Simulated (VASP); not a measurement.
# In2WSe3 (P-6m2) in VASP: phonons with PBE

Aim: the phonons of In2WSe3 with PBE.

All numbers are computed with VASP 6.6.1; they aren't measurements. Logs are shortened: lines on timing, memory, paths and dates and some standing lists are left out, and cuts for length are marked.

## (1) Starting point

The structure is hexagonal, space group P-6m2 (No. 187). The conventional cell has a = 3.473 Å, b = 3.473 Å, c = 15.407 Å, α = 90.00°, β = 90.00°, γ = 120.00°. In (site symmetry 3m) is surrounded by 3 Se at 2.89 Å. Around W (site symmetry -6m2) lie 6 Se at 2.58 Å. Se (site symmetry 3m) has 3 W at 2.58 Å as nearest neighbours. Se (site symmetry -6m2) is surrounded by 6 In at 2.89 Å.

The cell was built by a generator and needn't be a form met in nature.

## (2) Phonons, PBE

POSCAR reads:

```
In2WSe3
1.0
    3.4730180000      0.0000000000      0.0000000000
   -1.7365090000      3.0077220000      0.0000000000
    0.0000000000      0.0000000000     15.4070100000
In W Se
2 1 3
Direct
    0.6666670000      0.3333330000      0.6349230000
    0.6666670000      0.3333330000      0.3650770000
    0.0000000000      0.0000000000      0.0000000000
    0.3333330000      0.6666670000      0.8943480000
    0.3333330000      0.6666670000      0.1056520000
    0.0000000000      0.0000000000      0.5000000000
```

INCAR.step1 reads:

```
SYSTEM = In2WSe3
  PREC = Accurate
  ENCUT = 520
  EDIFF = 1E-8
  ISMEAR = 0
  SIGMA = 0.1
  LREAL = .False.
  LASPH = .True.
  NELM = 60
  ALGO = Fast
  ISIF = 3
  LWAVE = .False.
  LCHARG = .False.
  GGA = PE
  KPAR = 4
  IBRION = 2
  NSW = 40
  EDIFFG = -0.002
```

INCAR.step2 reads:

```
SYSTEM = In2WSe3
  PREC = Accurate
  ENCUT = 520
  EDIFF = 1E-8
  ISMEAR = 0
  SIGMA = 0.1
  LREAL = .False.
  LASPH = .True.
  NELM = 60
  ALGO = Fast
  ISIF = 2
  LWAVE = .False.
  LCHARG = .False.
  GGA = PE
  KPAR = 4
  IBRION = 6
  NFREE = 2
  POTIM = 0.015
  NSW = 1
```

KPOINTS reads:

```
regular mesh
0
Gamma
  10 10 2
  0 0 0
```

Potentials or basis: VASP PAW PBE potentials, release 64 (In_d, W_sv, Se).

The run is started by

```sh
$ cat potpaw_PBE.64/In_d/POTCAR potpaw_PBE.64/W_sv/POTCAR potpaw_PBE.64/Se/POTCAR > POTCAR
$ cp INCAR.step1 INCAR
$ mpirun -np 4 vasp_std > vasp.out
$ cp CONTCAR POSCAR
$ cp INCAR.step2 INCAR
$ mpirun -np 4 vasp_std > vasp.out
```

OUTCAR:

```text
SYSTEM = In2WSe3
   PREC = Accurate
   ENCUT = 520
   EDIFF = 1E-8
   ISMEAR = 0
   LREAL = .False.
   LASPH = .True.
   NELM = 60
   ISIF = 2
   GGA = PE
   IBRION = 6
   NFREE = 2
   POTIM = 0.015
   NSW = 1

 ion  position               nearest neighbor table
   1  0.667  0.333  0.635-   6 2.89   6 2.89   6 2.89
   2  0.667  0.333  0.365-   6 2.89   6 2.89   6 2.89
   3  0.000  0.000  0.000-   4 2.58   5 2.58   4 2.58   5 2.58   4 2.58   5 2.58
   4  0.333  0.667  0.894-   3 2.58   3 2.58   3 2.58
   5  0.333  0.667  0.106-   3 2.58   3 2.58   3 2.58
   6  0.000  0.000  0.500-   1 2.89   2 2.89   1 2.89   2 2.89   1 2.89   2 2.89

  LATTYP: Found a hexagonal cell.
 ALAT       =     3.4733989582
 C/A-ratio  =     4.4363591339

  Lattice vectors:

 A1 = (   3.4733989582,   0.0000000000,   0.0000000000)
 A2 = (  -1.7366994791,   3.0080519195,   0.0000000000)
 A3 = (   0.0000000000,   0.0000000000,  15.4092451939)

Analysis of symmetry for initial positions (statically):
=====================================================================
 Subroutine PRICEL returns:
 Original cell was already a primitive cell.

 Routine SETGRP: Setting up the symmetry group for a
 hexagonal supercell.

 Subroutine GETGRP returns: Found 12 space group operations
 (whereof 12 operations were pure point group operations)
 out of a pool of 24 trial point group operations.

The static configuration has the point symmetry D_3h.

Analysis of symmetry for dynamics (positions and initial velocities):
=====================================================================
 Subroutine PRICEL returns:
 Original cell was already a primitive cell.

 Routine SETGRP: Setting up the symmetry group for a
 hexagonal supercell.

 Subroutine GETGRP returns: Found 12 space group operations
 (whereof 12 operations were pure point group operations)
 out of a pool of 24 trial point group operations.

The dynamic configuration has the point symmetry D_3h.

 Subroutine INISYM returns: Found 12 space group operations
 (whereof 12 operations are pure point group operations),
[... 276 lines left out ...]
--------------------------------------- Ionic step       15  -------------------------------------------

 number of electron      58.0000005 magnetization

------------------------ aborting loop because EDIFF is reached ----------------------------------------
[... 75 lines left out ...]
--------------------------------------- Ionic step       17  -------------------------------------------

 number of electron      58.0000005 magnetization

 Free energy of the ion-electron system (eV)
  ---------------------------------------------------
  ext. energy  EPLUGINS =         0.00000000
  ---------------------------------------------------
  free energy    TOTEN  =       -30.26668821 eV

  energy without entropy =      -30.26001979  energy(sigma->0) =      -30.26335400

 E-fermi :   5.1090     XC(G=0):  -9.3851

 val. band max:        5.1049105930   @ k =   0.3000   0.3000   0.0000
 cond. band min:       5.1681072655   @ k =   0.1000   0.0000   0.5000
 fundamental gap:      0.0631966726
 Fermi energy:         5.1089634347

 k-point     1 :       0.0000    0.0000    0.0000
  band No.  band energies     occupation
      1     -70.2035      2.00000
      2     -34.3499      2.00000
      3     -34.3499      2.00000
      4     -34.3336      2.00000
      5     -10.3014      2.00000
      6      -9.5467      2.00000
[... 877 lines left out ...]
     33       6.3752      0.00000
     34       7.4304      0.00000

 [... further k-points ...]
[... 5 lines left out ...]
  --------------------------------------------------------------------------------------
  -------------------------------------------------------------------------------------
  Total        0.0000452      0.0000452      0.0082915      0.0000000      0.0000000      0.0000000
  in kB        0.0004496      0.0004496      0.0825128      0.0000000      0.0000000      0.0000000
  external PRESSURE =       0.0278040 kB  Pullay stress =       0.0000000 kB
[... 21 lines left out ...]
  FREE ENERGIE OF THE ION-ELECTRON SYSTEM (eV)
  ---------------------------------------------------
  free  energy   TOTEN  =       -30.2666882082 eV

  energy  without entropy=      -30.2600197913  energy(sigma->0) =      -30.26335400

 INTERNAL STRAIN TENSORS FROM DISPLACED ATOMS
 ============================================

 INTERNAL STRAIN TENSOR FOR ION    1 for displacements in x,y,z  (eV/Angst):
          X           Y           Z          XY          YZ          ZX
  --------------------------------------------------------------------------------
  x     0.00000     0.00000    -0.00000    -1.47631     0.00000    -1.92208
  y    -1.47631     1.47631    -0.00000    -0.00000    -1.92207    -0.00000
  z    -4.87136    -4.87136    -9.63787     0.00000     0.00000     0.00000

 INTERNAL STRAIN TENSOR FOR ION    6 for displacements in x,y,z  (eV/Angst):
          X           Y           Z          XY          YZ          ZX
  --------------------------------------------------------------------------------
  x     0.00000     0.00000     0.00000     3.00915     0.00000     0.00000
  y     3.00915    -3.00915     0.00000    -0.00000     0.00000     0.00000
  z     0.00000     0.00000     0.00000     0.00000     0.00000     0.00000

 Eigenvectors and eigenvalues of the dynamical matrix
 ----------------------------------------------------

   1 f  =    8.428102 THz    52.955325 2PiTHz  281.131213 cm-1    34.855812 meV
             X         Y         Z           dx          dy          dz
      1.736701  1.002683  9.783075     0.000000    0.000000   -0.003407
      1.736701  1.002683  5.626171     0.000000    0.000000   -0.003407
      0.000000  0.000000  0.000000    -0.000000    0.000000   -0.679876
     -0.000002  2.005369 13.781324     0.000000   -0.000000    0.518494
     -0.000002  2.005369  1.627921     0.000000   -0.000000    0.518494
      0.000000  0.000000  7.704623    -0.000000   -0.000000    0.008626
[... 145 lines left out ...]
  18 f/i=    0.043803 THz     0.275224 2PiTHz    1.461118 cm-1     0.181155 meV
             X         Y         Z           dx          dy          dz
      1.736701  1.002683  9.783075    -0.000004    0.316227   -0.000000
      1.736701  1.002683  5.626171    -0.000004    0.316227   -0.000000
      0.000000  0.000000  0.000000     0.000008   -0.626643   -0.000000
     -0.000002  2.005369 13.781324     0.000005   -0.410806   -0.000000
     -0.000002  2.005369  1.627921     0.000005   -0.410806   -0.000000
      0.000000  0.000000  7.704623    -0.000003    0.264188   -0.000000

 ELASTIC MODULI CONTR FROM IONIC RELAXATION (kBar)
 Direction    XX          YY          ZZ          XY          YZ          ZX
 --------------------------------------------------------------------------------
 XX        -280.0810   -139.1531   -502.8273     -0.0000     -0.0000      0.0000
 YY        -139.1531   -280.0811   -502.8274     -0.0000     -0.0000     -0.0000
 ZZ        -502.8273   -502.8274  -1241.3450     -0.0000     -0.0000     -0.0000
 XY          -0.0000     -0.0000     -0.0000    -70.4640      0.0000     -0.0000
 YZ          -0.0000     -0.0000     -0.0000      0.0000   -474.3676      0.0000
 ZX           0.0000     -0.0000     -0.0000     -0.0000      0.0000   -474.3671
 --------------------------------------------------------------------------------
```

Wall time 34 min (4 MPI ranks of Intel Xeon Platinum 8488C (Sapphire Rapids), shared host); peak memory 0.98 GiB.

What came out:

| Item | Value |
| --- | --- |
| Highest phonon frequency at Γ, LO-TO splitting left out | 281 cm⁻¹ |

Phonon frequencies in cm⁻¹ (negative: imaginary):
| q point | frequencies |
| --- | --- |
| (0.000, 0.000, 0.000) | -1 -1 -1 0 0 14 47 47 90 90 105 154 160 160 224 224 235 281 |

Caveat: this functional lacks dispersion, which binds the layers, so the pressure and a relaxed spacing across them are unreliable. Spin-orbit coupling is left out, which matters for the levels of W.
